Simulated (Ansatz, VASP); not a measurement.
# Cross-check of HfSi2As4 (HfSi2As4 monolayer) between VASP and Ansatz, part 2 of 2

Wanted: the spread between two codes on one cell, functional and k mesh. The structure shown is the start of the Ansatz relaxation below; VASP solves that cell, so the two are compared at the walk's first step.

VASP 6.6.1 and Ansatz 0.2.0.

So far: The structure; Ansatz: relaxation, PBE with D3(BJ).

**3. VASP: single point, PBE with D3(BJ), start cell**

Level of this step: PBE with D3(BJ); plane waves and PAW (As, Si, Hf_pv) (VASP).

The same cell, functional, mesh and smearing now go to VASP, with its own data sets.

Lines of VASP's logs that name or quote its potential files are left out, and so is its time.

INCAR reads:

```
SYSTEM = HfSi2As4
PREC = Accurate
ENCUT = 400
EDIFF = 1E-06
NELM = 120
ISMEAR = -1
SIGMA = 0.05
LREAL = .FALSE.
ALGO = Normal
GGA = PE
IVDW = 12
NBANDS = 26
LASPH = .TRUE.
LORBIT = 11
LWAVE = .FALSE.
LCHARG = .FALSE.
ISIF = 2
LDIPOL = .TRUE.
IDIPOL = 3
DIPOL = 0.5 0.5 0.5
LVHAR = .TRUE.
GGA_COMPAT = .FALSE.
NELMDL = -8
KPAR = 2
```

POSCAR reads:

```
HfSi2As4
1.0
    3.6300000000      0.0000000000      0.0000000000
   -1.8150000000      3.1436720000      0.0000000000
    0.0000000000      0.0000000000     50.0294890000
As Si Hf
4 2 1
Direct
    0.0000000000      0.0000000000      0.4047612799
    0.3333332803      0.6666665606      0.4645654286
    0.3333332803      0.6666665606      0.5354345714
    0.0000000000      0.0000000000      0.5952387201
    0.3333332803      0.6666665606      0.4199917173
    0.3333332803      0.6666665606      0.5800082827
    0.0000000000      0.0000000000      0.4999999900
```

KPOINTS reads:

```
Automatic mesh
0
Gamma
12 12 1
0 0 0
```

PAW data sets: As, Si and Hf_pv (PBE family, release 64).

Launch:

```sh
> mpirun -np 2 vasp_std
```

Numbers of over 12 decimals in the logs are rounded to 6 here.

What it wrote:

```text
[banner, memory and clock lines left out]
running    2 mpi-ranks, on    1 nodes
 distrk:  each k-point on    1 cores,    2 groups
 distr:  one band on    1 cores,    1 groups

 POSCAR found type information on POSCAR AsSiHf
 POSCAR found :  3 types and       7 ions
 LDA part: xc-table for (Slater+PW92), standard interpolation
|                                                                             |
|           W    W    AA    RRRRR   N    N  II  N    N   GGGG   !!!           |
|           W    W   A  A   R    R  NN   N  II  NN   N  G    G  !!!           |
|           W    W  A    A  R    R  N N  N  II  N N  N  G       !!!           |
|           W WW W  AAAAAA  RRRRR   N  N N  II  N  N N  G  GGG   !            |
|           WW  WW  A    A  R   R   N   NN  II  N   NN  G    G                |
|           W    W  A    A  R    R  N    N  II  N    N   GGGG   !!!           |
|                                                                             |
|     One of the lattice vectors is very long (>50 A), but AMIN is rather     |
|     large. This can spoil convergence since charge sloshing might occur     |
|     along the long lattice vector. If problems with convergence are         |
|     observed, try to decrease AMIN to a smaller value (e.g. 0.01).          |
|     Note: This warning only applies if the self-consistency cycle is        |
|     used.                                                                   |
|                                                                             |

 POSCAR, INCAR and KPOINTS ok, starting setup
 FFT: planning ... GRIDC
 FFT: planning ... GRID_SOFT
 FFT: planning ... GRID
 WAVECAR not read
 entering main loop
       N       E                     dE             d eps       ncg     rms          rms(c)
DAV:   1     0.198837917961E+03    0.19884E+03   -0.12637E+04  1196   0.846E+02
DAV:   2    -0.185591298734E+02   -0.21740E+03   -0.21227E+03  1414   0.178E+02
DAV:   3    -0.402920450263E+02   -0.21733E+02   -0.21568E+02  1238   0.582E+01
DAV:   4    -0.408635398487E+02   -0.57149E+00   -0.56977E+00  1408   0.112E+01
DAV:   5    -0.408793026524E+02   -0.15763E-01   -0.15749E-01  1406   0.160E+00
DAV:   6    -0.408798947406E+02   -0.59209E-03   -0.59201E-03  1528   0.292E-01
DAV:   7    -0.408799091642E+02   -0.14424E-04   -0.14423E-04  1424   0.404E-02
DAV:   8    -0.408799098458E+02   -0.68163E-06   -0.68133E-06  1240   0.698E-03    0.430E+01
DAV:   9    -0.394703429292E+02    0.14096E+01   -0.52750E+00  1124   0.770E+00    0.305E+01
DAV:  10    -0.399859278305E+02   -0.51558E+00   -0.71441E+00  1274   0.999E+00    0.146E+01
DAV:  11    -0.393004692117E+02    0.68546E+00   -0.95823E+00  1278   0.902E+00    0.364E+00
DAV:  12    -0.392273821449E+02    0.73087E-01   -0.62580E-01  1300   0.286E+00    0.229E+00
DAV:  13    -0.392237664699E+02    0.36157E-02   -0.49919E-02  1342   0.969E-01    0.140E+00
DAV:  14    -0.392141080019E+02    0.96585E-02   -0.19524E-02  1328   0.645E-01    0.138E+00
[...]
DAV:  22    -0.392093313922E+02   -0.31366E-04   -0.38251E-06   978   0.802E-03    0.471E-03
DAV:  23    -0.392093466256E+02   -0.15233E-04   -0.15833E-06   978   0.547E-03    0.235E-03
DAV:  24    -0.392093524135E+02   -0.57879E-05   -0.55945E-07   862   0.251E-03    0.118E-03
DAV:  25    -0.392093611551E+02   -0.87416E-05   -0.30342E-07   828   0.212E-03    0.730E-04
DAV:  26    -0.392093639529E+02   -0.27978E-05   -0.93753E-08   752   0.108E-03    0.627E-04
DAV:  27    -0.392093658257E+02   -0.18727E-05   -0.28115E-08   614   0.711E-04    0.308E-04
DAV:  28    -0.392093680116E+02   -0.21859E-05   -0.57276E-08   710   0.892E-04    0.481E-04
DAV:  29    -0.392093685226E+02   -0.51106E-06   -0.17870E-08   582   0.684E-04
   1 F= -.41639791E+02 E0= -.41628244E+02  d E =-.230950E-01
```

Parts of OUTCAR (step 3):

```text
ion  position               nearest neighbor table
   1  0.000  0.000  0.405-   5 2.23   5 2.23   5 2.23
   2  0.333  0.667  0.465-   5 2.23   7 2.74   7 2.74   7 2.74
   3  0.333  0.667  0.535-   6 2.23   7 2.75   7 2.75   7 2.75
   4  0.000  0.000  0.595-   6 2.23   6 2.23   6 2.23
   5  0.333  0.667  0.420-   1 2.23   2 2.23   1 2.23   1 2.23
   6  0.333  0.667  0.580-   4 2.23   3 2.23   4 2.23   4 2.23
   7  0.000  0.000  0.500-   2 2.74   2 2.74   2 2.74   3 2.75   3 2.75   3 2.75

  LATTYP: Found a hexagonal cell.
 ALAT       =     3.6300000000
 C/A-ratio  =    13.7822283747

 Subroutine GETGRP returns: Found 12 space group operations
 (whereof 12 operations were pure point group operations)

The static configuration has the point symmetry D_3h.

 Found     19 irreducible k-points:

   k-points           NKPTS =     19   k-points in BZ     NKDIM =     19   number of bands    NBANDS=     26

   dimension x,y,z NGX =    24 NGY =   24 NGZ =  336
   dimension x,y,z NGXF=    48 NGYF=   48 NGZF=  672

   ENCUT  =  400.0 eV  29.40 Ry    5.42 a.u.   5.92  5.92 81.59*2*pi/ulx,y,z

   NELECT =      38.0000    total number of electrons

 k-points in reciprocal lattice and weights: Automatic mesh
   0.00000000  0.00000000  0.00000000       0.007
   0.08333333 -0.00000000  0.00000000       0.042
   0.16666667 -0.00000000  0.00000000       0.042
   0.25000000 -0.00000000  0.00000000       0.042
   0.33333333 -0.00000000  0.00000000       0.042
   0.41666667  0.00000000  0.00000000       0.042
   0.50000000 -0.00000000  0.00000000       0.021
   0.08333333  0.08333333  0.00000000       0.042
   0.16666667  0.08333333  0.00000000       0.083
[...]
0.33333333  0.25000000  0.00000000       0.083
   0.33333333  0.33333333  0.00000000       0.014

 dipolmoment           0.000000      0.000000      0.000004 electrons x Angstroem

 average (electrostatic) potential at core
       1 -57.1083       2 -56.0593       3 -56.0593       4 -57.1083       5 -92.8051
       6 -92.8050       7 -44.6495

 E-fermi :  -2.0762

 k-point     1 :       0.0000    0.0000    0.0000
  band No.  band energies     occupation
    ...
     13      -4.6764      2.00000
     14      -4.6764      2.00000
     15      -3.3506      2.00000
     16      -2.7359      2.00000
     17      -2.7359      2.00000
     18      -1.9024      0.06000
     19      -1.7494      0.00290
     20      -1.7494      0.00290
     21      -0.9976      0.00000
     22      -0.6770      0.00000
    ...

 k-point     2 :       0.0833   -0.0000    0.0000
  band No.  band energies     occupation
    ...
     14      -4.8607      2.00000
     15      -3.3115      2.00000
     16      -3.0890      2.00000
     17      -2.6679      1.99999
     18      -2.0633      0.87163
     19      -1.8793      0.03824
     20      -1.6939      0.00096
     21      -0.5656      0.00000
     22      -0.5153      0.00000
     23       0.1352      0.00000
    ...

 k-point     3 :       0.1667   -0.0000    0.0000
  band No.  band energies     occupation
    ...
     15      -3.8333      2.00000
     16      -3.4332      2.00000
     17      -2.7694      2.00000
     18      -2.4948      1.99954
     19      -2.2125      1.87692
     20      -1.7631      0.00381
     21      -0.7941      0.00000
     22      -0.7364      0.00000
     23       0.7255      0.00000
     24       0.7977      0.00000
    ...

 Edisp (eV)   -2.43042

  Total       7.26171     7.26170     7.32267     0.00000     0.00000     0.00000
  in kB      20.37883    20.37883    20.54991     0.00000     0.00000     0.00000
  external pressure =       20.44 kB  Pullay stress =        0.00 kB

  energy-cutoff  :      400.00
  volume of cell :      570.91
      direct lattice vectors                 reciprocal lattice vectors
     3.630000000  0.000000000  0.000000000     0.275482094  0.159049672  0.000000000
    -1.815000000  3.143672000  0.000000000     0.000000000  0.318099344  0.000000000
     0.000000000  0.000000000 50.029489000     0.000000000  0.000000000  0.019988211

 POSITION                                       TOTAL-FORCE (eV/Angst)
 -----------------------------------------------------------------------------------
      0.00000      0.00000     20.25000        -0.000000      0.000000     -3.225870
      0.00000      2.09578     23.24197         0.000000      0.000000      2.848062
      0.00000      2.09578     26.78752         0.000000     -0.000000     -2.848062
      0.00000      0.00000     29.77949        -0.000000      0.000000      3.225870
      0.00000      2.09578     21.01197         0.000000      0.000000      1.659144
      0.00000      2.09578     29.01752         0.000000      0.000000     -1.659144
      0.00000      0.00000     25.01474        -0.000000      0.000000      0.000000
 -----------------------------------------------------------------------------------
    total drift:                               -0.000000      0.000162      0.000391

  FREE ENERGIE OF THE ION-ELECTRON SYSTEM (eV)
  ---------------------------------------------------
  free  energy   TOTEN  =       -41.6397914602 eV

  energy  without entropy=      -41.6166964852  energy(sigma->0) =      -41.62824397

 vacuum level on the upper side and lower side of the slab         2.597         2.597

 total charge
# of ion       s       p       d       tot
------------------------------------------
    1        1.217   1.710   0.054   2.980
    2        1.207   1.638   0.039   2.884
    3        1.207   1.638   0.039   2.884
    4        1.217   1.710   0.054   2.980
    5        0.751   0.951   0.000   1.702
    6        0.751   0.951   0.000   1.702
    7        0.284   6.394   1.555   8.234
--------------------------------------------------
tot          6.632  14.991   1.741  23.364

[... 3 further parts left out ...]
```

**4. Differences**

Known differences besides the potentials themselves: Ansatz cuts the interaction across the vacuum, VASP repeats the sheet with a dipole correction; the data sets hold 94 valence electrons in Ansatz (on its default PAW (the set named soft_2) files) and 38 in VASP; the cutoff is 420 eV in Ansatz and 400 eV in VASP. Total energies have different zeros and are not compared.

Forces (eV/Å; atoms numbered as in POSCAR):

```csv
atom,"Ansatz x, y, z","VASP x, y, z"
As1,"0.000, 0.000, -3.178","0.000, 0.000, -3.226"
As2,"0.000, 0.000, 2.770","0.000, 0.000, 2.848"
As3,"0.000, 0.000, -2.770","0.000, 0.000, -2.848"
As4,"0.000, 0.000, 3.178","0.000, 0.000, 3.226"
Si5,"0.000, 0.000, 1.675","0.000, 0.000, 1.659"
Si6,"0.000, 0.000, -1.675","0.000, 0.000, -1.659"
Hf7,"0.000, 0.000, 0.000","0.000, 0.000, 0.000"
```

The forces differ by 29 meV/Å r.m.s., which is 2.0 % of the r.m.s. force of 1.423 eV/Å (both taken over all components). With vacuum in the cell, a pressure given here is an average over mostly empty space and none of the material.

**5. Results**

```yaml
r_m_s_force_difference_single_point_pbe_with_d3_bj_start_cell: 2.0 % of the r.m.s. force
```

**Reading.** The r.m.s. force difference is 2.0 % of the r.m.s. force (single point, PBE with D3(BJ), start cell), within the 3 % picked in this series as the mark of a large difference. The data sets hold unlike numbers of valence electrons (94 in Ansatz and 38 in VASP), so part of the differences comes from the potentials. 1 further run of this series is not shown here. How closely two codes agree says nothing of how well the functional describes the real material.

[Lines on the potential files, build, host, timing and source positions are cut from VASP's logs without a mark.]

[Logs are printed without paths, hosts, clocks, repeated set-up lines and the standing remarks that a program may print on its own settings, such as how far it seeks lower states.]

[Hosts, paths, dates, database ids (printed as entryN), source tags and the programs' standing remarks are cut or masked in the printed files.]
